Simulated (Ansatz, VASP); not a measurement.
# Cross-check of SnO2 (SnO2 (P4_2/mnm)) between VASP and Ansatz

Aim: how closely do two programs agree when they are given the same cell, functional and k mesh? The cell is taken from a series of runs on this material, whose earlier steps may have relaxed, scaled, displaced or heated it; both programs get it as it stands.

Program: Ansatz 0.2.0. Level of theory: plane waves, with VASP 6.6.1 beside it; single point at PBE0 form with 25 % exact exchange. Results are calculated unless marked as measured.

### Step 1. Starting point

Symmetry: P4_2/mnm, No. 136, tetragonal system. The conventional cell has a = 4.768 Å, b = 4.768 Å, c = 3.212 Å, α = 90.00°, β = 90.00°, γ = 90.00°. Nearest to Sn lie 6 O at 2.07 Å. O has 3 Sn at 2.07 Å nearest. Farther neighbours and most contacts between anions are not listed.

### Step 2. Ansatz: single point, PBE0 form with 25 % exact exchange

Ansatz runs on its PAW soft_1 files.

With cell and atoms fixed, the geometry can't cause a difference; cores, projectors, grids and the points listed under the comparison can.

Input file input.yaml:

```yaml
crystal:
  lattice:
    - [0.0, 4.76781182, 3.21190266]
    - [4.76781182, 0.0, 3.21190266]
    - [4.76781182, 4.76781182, 0.0]
  atoms:
    - { symbol: Sn, position: [0.25, 0.25, 0.25] }
    - { symbol: Sn, position: [0.75, 0.75, 0.75] }
    - { symbol: Sn, position: [-4.981764240348e-21, 6.38825426518e-21, -2.598248096671e-21] }
    - { symbol: Sn, position: [0.5, 0.5, 0.5] }
    - { symbol: O, position: [0.05642394472164, 0.4435760552784, 0.75] }
    - { symbol: O, position: [0.5564239447216, 0.9435760552784, 0.25] }
    - { symbol: O, position: [0.4435760552784, 0.05642394472164, 0.75] }
    - { symbol: O, position: [0.9435760552784, 0.5564239447216, 0.25] }
    - { symbol: O, position: [2.640834136816e-05, 2.640834136816e-05, 0.3063779377562] }
    - { symbol: O, position: [0.5000264083414, 0.5000264083414, 0.8063779377562] }
    - { symbol: O, position: [-2.640834136816e-05, -2.640834136816e-05, 0.6936220622438] }
    - { symbol: O, position: [0.4999735916586, 0.4999735916586, 0.1936220622438] }
basis:
  ecutwfc: 420.0
  ecutrho_ratio: 4
  xc_grid: 2
  fft_grid_basis: typed
  precision: f64
kpoints:
  mp_grid: { grid: [2, 2, 2] }
  band_path: { path: [VBM, CBM], npoints: 1 }
hamiltonian:
  xc: { preset: pbe0, exx: 0.25 }
  pseudopotentials:
    kind: paw
    azcp: { folder: soft_1, O: "soft_1/O.paw.azcp", Sn: "soft_1/Sn.paw.azcp" }
scf:
  max_iter: 60
  occupations: { method: fixed }
output:
  forces: true
checkpoint:
  write: "../host.a25.run"
  compress: false
  write_wavefunctions: true
  write_every: 100000
```

Command:

```sh
> ansatz run input.yaml --threads 32 --pin off --max-ram 84787MiB --backend cuda --events-out ev --progress --plain --runs-dir out --max-vram 78GiB
```

Numbers of over 12 decimals in the logs are rounded to 6 here.

Output:

```text
Engine: ansatz 0.2.0, aarch64-unknown-linux-gnu
Pseudopotentials: kind: paw
Pseudopotential: Sn, paw, valence charge 14, recommended cutoff 420 eV (normal), soft_1/Sn.paw.azcp
Pseudopotential: O, paw, valence charge 6, recommended cutoff 420 eV (normal), soft_1/O.paw.azcp
Functional definition: unnamed
  parameter a_1 = 0.25
  exchange = (1 - a_1)*pbe_x + a_1*exact_x
  correlation = pbe_c
davidson cushion auto → on  (no smearing: the cushion is to keep the highest requested band from converging to the state above it; pin scf.eigensolver.cushion to override)
[...]
Crystal: 12 atoms, lattice volume = 146.026 Å³
Basis set: ecut = 420 eV, 2883 PW (Γ), exchange–correlation on 80×80×96 points (8 copies of the dense FFT grid, shifted against one another)
Bands: 64, of which v1, the nominal top of the filled ones, is band 52 counted from 1 (51 counted from 0)
Symmetry: 8 space group operations
Space group: C2/m (ITA 12), of the structure as read, at distance tolerance 5.3e-5 Å
k-points: 6 of 8
Non-local potential: Sn, projectors of the file, l = 0: 2, l = 1: 2, l = 2: 2, l = 3: 1
Non-local potential: O, projectors of the file, l = 0: 2, l = 1: 2, l = 2: 1
PAW form: soft (Blöchl's): semilocal exchange-correlation on the pseudo side does not see the compensation charge
PAW frozen core: Sn, regenerated for the run's functional, and the local potential with it (the file was generated under x = pbe(κ = 0.804, μ = 0.219515), c = pbe(β = 0.066725))
PAW frozen core: O, regenerated for the run's functional, and the local potential with it (the file was generated under x = pbe(κ = 0.804, μ = 0.219515), c = pbe(β = 0.066725))
PAW one-centre angular grid: Sn, 590 points (default); XC on 64 Gauss nodes
PAW one-centre angular grid: O, 110 points (default); XC on 64 Gauss nodes
Initial density: superposition of atomic densities (chi_scale 0.1, normalization cell, long waves kept (reshape's long-wave potential 0.00 eV rms))
Initial wavefunctions: pseudopotential atomic-orbital guess
[...]
Functional: x = pbe(κ = 0.804, μ = 0.219515), c = pbe(β = 0.066725), warm-up for x = 0.75 pbe(κ = 0.804, μ = 0.219515) + 0.25 exact, c = pbe(β = 0.066725)
SCF iter   1: F=—  HF=-28637.564603 eV  |Δ(HF+E_count)|=         —  Δρ=8.00e-2  dr2=7.30e0  Hψ=1169
preconditioner: auto → none  [insulator: Δε(μ)=1.486 eV  Ē_g=20.024 eV  n_scr=42 (ndim 8)  ℏωp=31.3 eV  f_vac=0.000]
SCF iter   2: F=—  HF=-28636.221894 eV  |Δ(HF+E_count)|=    1.34e0  Δρ=4.24e-2  dr2=1.11e0  Hψ=1039
[...]
SCF iter   6: F=-28636.104174 eV  HF=-28636.104219 eV  |Δ(HF+E_count)|=   5.11e-4  Δρ=2.67e-4  dr2=6.93e-5  Hψ=979
SCF 1 stopped early in 6 iterations: F = -28636.104174 eV  dr2 = 6.93e-5
  greatest PAW one-centre occupation: 0.996 electrons in one spin orbital (limit 2), on the Sn atom at site 3 (counted from 0), in its partial waves of l = 2
[...]
Exchange kernel: α = 0.2500, full range, Wigner–Seitz truncation, v(0) = 3845.8640 eV·Å³, q-mesh 2×2×2, nearest image of the exchange supercell L = 11.50 Å, pair-density grid 24×24×24, without the augmentation charges, whose exchange is taken in its separable form by FFT convolution over the k-point mesh (sized by the pseudopotential files, 32×32×32 at the most), smooth part of the exact exchange by density-matrix co
Frozen-core exchange: fock
SCF iter   1: F=—  HF=-28649.038569 eV  |Δ(HF+E_count)|=         —  Δρ=9.04e-3  dr2=8.75e-2  Hψ=2153
preconditioner: auto → none  [insulator: Δε(μ)=3.527 eV  Ē_g=23.062 eV  n_scr=42 (ndim 8)  ℏωp=31.3 eV  f_vac=0.030]
SCF iter   2: F=—  HF=-28649.008793 eV  |Δ(HF+E_count)|=   2.98e-2  Δρ=2.45e-3  dr2=1.34e-2  Hψ=1512
[...]
SCF iter   6: F=-28649.065760 eV  HF=-28649.065760 eV  |Δ(HF+E_count)|=   2.03e-5  Δρ=6.23e-5  dr2=8.79e-6  Hψ=899
SCF 2 stopped early in 6 iterations: F = -28649.065760 eV  dr2 = 8.79e-6
  Residual-converged pass: ⟨swp⟩=4.3  Hψ=1383  notcnv=0  max |occ|·‖R‖ = 6.5e-6 eV (tolerance 6.7e-6 eV)  dr2=8.86e-6  dr2_onsite=7.70e-7  max |Δocc| = 0.0e0
hybrid outer 1: dexx = +6.633e-2 eV, tail = 2.26e-4 eV
[...]
Exchange kernel: α = 0.2500, full range, Wigner–Seitz truncation, v(0) = 3845.8640 eV·Å³, q-mesh 2×2×2, nearest image of the exchange supercell L = 11.50 Å, pair-density grid 24×24×24, without the augmentation charges, whose exchange is taken in its separable form by FFT convolution over the k-point mesh (sized by the pseudopotential files, 32×32×32 at the most), smooth part of the exact exchange by density-matrix co
Frozen-core exchange: fock
SCF iter   1: F=—  HF=-28649.064302 eV  |Δ(HF+E_count)|=         —  Δρ=9.91e-5  dr2=1.15e-5  Hψ=925
[...]
SCF iter   2: F=—  HF=-28649.064302 eV  |Δ(HF+E_count)|=   3.09e-7  Δρ=2.15e-5  dr2=1.06e-6  Hψ=1269
SCF iter   3: F=—  HF=-28649.064306 eV  |Δ(HF+E_count)|=   4.22e-6  Δρ=1.34e-5  dr2=1.79e-7  Hψ=1519
SCF iter   4: F=—  HF=-28649.064306 eV  |Δ(HF+E_count)|=   4.21e-8  Δρ=5.19e-6  dr2=3.13e-8  Hψ=866
SCF iter   5: F=-28649.064306 eV  HF=-28649.064306 eV  |Δ(HF+E_count)|=   1.14e-7  Δρ=4.89e-6  dr2=2.39e-8  Hψ=1228
SCF 3 converged in 5 iterations: F = -28649.064306 eV  dr2 = 2.39e-8
  Residual-converged pass: ⟨swp⟩=3.0  Hψ=963  notcnv=0  max |occ|·‖R‖ = 9.6e-7 eV (tolerance 1.0e-6 eV)  dr2=2.40e-8  dr2_onsite=1.80e-9  max |Δocc| = 0.0e0
hybrid outer 2: dexx = +4.195e-6 eV, tail = 1.21e-7 eV, Δε = 4.11e-3 eV (about 1.33e-4 eV left of the loop's levels), ΔF = 1.14e-3 eV/Å (tail 3.93e-4)
[...]
NSCF: frozen V_eff on 68 k-points
[...]
NSCF: frozen V_eff on 68 k-points
[...]
NSCF: frozen V_eff on 35 k-points
[...]
NSCF: frozen V_eff on 6 k-points
[...]
NSCF: frozen V_eff on 6 k-points
[...]
NSCF: frozen V_eff on 6 k-points
[...]
NSCF: frozen V_eff on 6 k-points
[...]
NSCF: frozen V_eff on 6 k-points
[...]
NSCF: frozen V_eff on 2 k-points
hybrid SCF converged: 2 outer / 11 inner (+6 warm-up), last move |dexx| = 4.19e-6 eV, tail = 1.21e-7 eV
Stability not checked: this state was not tested for a lower state beside it, because the functional holds exact exchange (a hybrid, or Hartree-Fock), whose exchange loop this test does not read (fock_operator; see scf.lower_state_search)
Free energy (F): -28649.064306 eV
Frozen-core exchange: fock
Harris-Foulkes:  -28649.064306 eV  (|F-HF|=2.05e-8)
Internal energy: -28649.064306 eV  (E = F + TS)
E sigma→0 (E₀):  -28649.064306 eV
Fermi energy:    7.529604 eV
--- Per-component energies (eV) ---
  E_band       = -508.225863
  E_kinetic    = 2041.197743
  E_local      = -6390.498908  (includes V_loc(G=0)·N_el)
  E_nonlocal   = 983.677604
  E_hartree    = 2916.458861
  E_xc         = -826.063850
  E_vxc        = -809.172361  (∫ρ·V_xc dr)
  E_exx        = -347.428477  (= α·E_x^exact, valence–valence)
  E_paw        = -18714.998816  (= ΣΔE_a)
  E_vpaw       = -1471.502939  (= ΣTr[D̂ρ^β])
  E_aug_tail   = 0.007811  (compensation charges beyond the density's cutoff)
  E_ewald      = -8312.303102
  E_core_change = 0.886829  (= ΣΔE_core)
  E_smearing   = -0.000000  (= −TS)
  E_closure    = -0.000001  (closes the sum)
  Σ components = -28649.064306   (vs F -28649.064306, Δ=3.64e-12)
--- Forces (eV/Å), atoms counted from 1 ---
  atom   1  Sn    -0.00000000     0.00000000    -0.00000000
  atom   2  Sn     0.00000000     0.00000000    -0.00000000
  atom   3  Sn     0.00000000    -0.00000000     0.00000000
  atom   4  Sn     0.00000000    -0.00000000     0.00000000
  atom   5  O     -0.03749347     0.03749347    -0.00000000
  atom   6  O     -0.03749347     0.03749347    -0.00000000
  [... 6 more lines of this table ...]
  max |Σ_I F_I| component: 4.77e-18 eV/Å
--- Band table (eV; the first three rows and the last of 6) ---
  k-point 0: bands = ["-14.9730", "-14.7130", "-14.7128", "-14.2190", "-14.2188", "-14.1163", "-13.8566", "-13.8561", "-13.8190", "-13.7645", "-13.6908", "-13.6683", "-13.6676", "-13.6217", "-13.6211"
  k-point 1: bands = ["-14.6768", "-14.6768", "-14.4127", "-14.4127", "-14.3446", "-14.3446", "-13.9633", "-13.9633", "-13.7213", "-13.7213", "-13.7029", "-13.7029", "-13.6523", "-13.6523", "-13.6253"
  k-point 2: bands = ["-14.6766", "-14.6766", "-14.4127", "-14.4127", "-14.3450", "-14.3450", "-13.9631", "-13.9631", "-13.7209", "-13.7209", "-13.7033", "-13.7033", "-13.6523", "-13.6523", "-13.6248"
  k-point 5: bands = ["-14.6766", "-14.6766", "-14.4131", "-14.4131", "-14.3446", "-14.3446", "-13.9630", "-13.9630", "-13.7213", "-13.7213", "-13.7029", "-13.7029", "-13.6523", "-13.6523", "-13.6252"
  guard bands above this table: 6 of the run's 64 bands. The solve was not asked for them (output.publish_guard_bands: true or output.eigenvalues: true publishes all)
```

In the SCF lines HF is the Harris–Foulkes energy and dr2 the Hartree energy of the density residual, in eV; the loop may stop once dr2 is under the threshold and the program's other checks hold. Hψ counts applications of the Hamiltonian.

### Step 3. VASP: single point, PBE0 form with 25 % exact exchange

The same cell, functional and mesh now go to VASP, with its own data sets.

Lines of VASP's logs that name or quote its potential files are left out, and so is its time.

The run reads the wave functions of an earlier VASP run, which isn't shown here.

Input file INCAR:

```
SYSTEM = SnO2
PREC = Accurate
ENCUT = 520
EDIFF = 1E-06
NELM = 100
ISMEAR = 0
SIGMA = 0.01
LREAL = .FALSE.
ALGO = Normal
LHFCALC = .TRUE.
AEXX = 0.25
GGA = PE
LASPH = .TRUE.
NBANDS = 64
PRECFOCK = Fast
LORBIT = 11
LWAVE = .FALSE.
LCHARG = .FALSE.
ISIF = 2
```

Input file POSCAR:

```
SnO2
1.0
    0.0000000000      4.7678118200      3.2119026600
    4.7678118200      0.0000000000      3.2119026600
    4.7678118200      4.7678118200      0.0000000000
Sn O
4 8
Direct
    0.2500000000      0.2500000000      0.2500000000
    0.7500000000      0.7500000000      0.7500000000
    0.0000000000      0.0000000000      0.0000000000
    0.5000000000      0.5000000000      0.5000000000
    0.0564200000      0.4435800000      0.7500000000
    0.5564200000      0.9435800000      0.2500000000
    0.4435800000      0.0564200000      0.7500000000
    0.9435800000      0.5564200000      0.2500000000
    0.0000300000      0.0000300000      0.3063800000
    0.5000300000      0.5000300000      0.8063800000
    0.9999700000      0.9999700000      0.6936200000
    0.4999700000      0.4999700000      0.1936200000
```

Input file KPOINTS:

```
Automatic mesh
0
Gamma
2 2 2
0 0 0
```

The projector-augmented-wave data sets are Sn_d and O (PBE family, release 64).

Command:

```sh
> export OMP_NUM_THREADS=3
> mpirun -np 1 vasp_std
```

Output:

```text
[banner, memory and clock lines left out]
running    1 mpi-ranks, on    1 nodes
 distrk:  each k-point on    1 cores,    1 groups
 distr:  one band on    1 cores,    1 groups
 Offloading initialized ...    1 GPUs detected
 POSCAR found type information on POSCAR SnO
 POSCAR found :  2 types and      12 ions
 LDA part: xc-table for (Slater+PW92), standard interpolation
 found WAVECAR, reading the header
 POSCAR, INCAR and KPOINTS ok, starting setup
 FFT: planning ... GRIDC
 FFT: planning ... GRID_SOFT
 FFT: planning ... GRID
 reading WAVECAR
 the WAVECAR file was read successfully
 initial charge from wavefunction
 entering main loop
       N       E                     dE             d eps       ncg     rms          rms(c)
DAV:   1    -0.101316524618E+03   -0.10132E+03   -0.20323E+00   912   0.931E+00    0.189E+00
DAV:   2    -0.101376860661E+03   -0.60336E-01   -0.22526E-01   984   0.260E+00    0.167E+00
DAV:   3    -0.101369139272E+03    0.77214E-02   -0.16697E-02  1224   0.108E+00    0.111E+00
DAV:   4    -0.101367626901E+03    0.15124E-02   -0.50652E-03  1136   0.416E-01    0.674E-01
DAV:   5    -0.101367040805E+03    0.58610E-03   -0.50623E-04   904   0.150E-01    0.393E-01
DAV:   6    -0.101366821813E+03    0.21899E-03   -0.18403E-04   912   0.842E-02    0.229E-01
DAV:   7    -0.101366759739E+03    0.62074E-04   -0.43103E-05  1056   0.446E-02    0.136E-01
DAV:   8    -0.101366740255E+03    0.19484E-04   -0.10991E-05  1064   0.288E-02    0.820E-02
DAV:   9    -0.101366735302E+03    0.49534E-05   -0.53532E-06   896   0.174E-02    0.493E-02
DAV:  10    -0.101366734385E+03    0.91747E-06   -0.15457E-06   608   0.955E-03
   1 F= -.10136673E+03 E0= -.10136673E+03  d E =-.301117E-89
```

(Part 1 of 2 ends here.)

[Lines on the potential files, build, host, timing and source positions are cut from VASP's logs without a mark.]

[Logs are printed without paths, hosts, clocks, repeated set-up lines and the standing remarks that a program may print on its own settings, such as how far it seeks lower states.]

[Hosts, paths, dates, database ids (printed as entryN), source tags and the programs' standing remarks are cut or masked in the printed files.]
